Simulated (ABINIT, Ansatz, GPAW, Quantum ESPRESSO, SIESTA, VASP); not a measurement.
# NbTe: 7 runs at one level of theory

```
Te Nb
1.0
     3.70297    0.00000    0.00000
    -1.85149    3.20687    0.00000
     0.00000    0.00000    3.69421
Te Nb
1 1
Direct
  0.66667 0.33333 0.00000
  0.00000 0.00000 0.50000
```

The cell comes from a database or a generator and needn't be the stable form of this composition.

Alike in all runs: task single point; functional PBE; k mesh 8 × 8 × 7; occupations fermi-dirac, width 0.05 eV; no spin polarisation; no spin-orbit coupling. Pressure is positive in compression and, in plane waves, holds the error of the finite cutoff, which Ansatz's Pulay term estimates and takes out.

| program and potentials | plane-wave cutoff (eV) | notes | pressure (GPa) |
| --- | --- | --- | --- |
| ABINIT, JTH PAW PBE v2.0 | 435 | 9.5 valence electrons an atom on average | -0.06 |
| SIESTA, files PseudoDojo sr-pbe-0.4.1-standard, DZP (energy shift 0.003 Ry; two zetas on semicore shells) | - | atomic basis; 14.5 valence electrons an atom on average | 2.05 |
| GPAW, GPAW PAW data sets (gpaw-data 1.2.1) | 600 | 9.5 valence electrons an atom on average | -1.53 |
| Quantum ESPRESSO, SSSP 1.3 efficiency PBE | 748 | 9.5 valence electrons an atom on average | -0.02 |
| Ansatz, all-electron LAPW, scalar-relativistic | - | - | -0.62 |
| Ansatz, Ansatz PAW (earlier soft set) | 420 | 14.5 valence electrons an atom on average; Pulay term of +0.03 GPa included | -0.62 |
| VASP, PBE PAW files Nb_sv, Te, 520 eV | 520 | 9.5 valence electrons an atom on average | -0.85 |

The pressure spans -1.53 (GPAW, GPAW PAW data sets (gpaw-data 1.2.1)) to 2.05 GPa (SIESTA, files PseudoDojo sr-pbe-0.4.1-standard, DZP (energy shift 0.003 Ry; two zetas on semicore shells)), with all-electron results at -0.62. The pressure on the cell as given of SIESTA, files PseudoDojo sr-pbe-0.4.1-standard, DZP (energy shift 0.003 Ry; two zetas on semicore shells) lies far from the others; the cause wasn't traced. Rows in atomic bases carry the error of their basis and grid, which can be large.

Differences between rows come from potentials, basis sets and numerical settings, since the functional is the same but for its coding. Runs on potential files found faulty are left out.
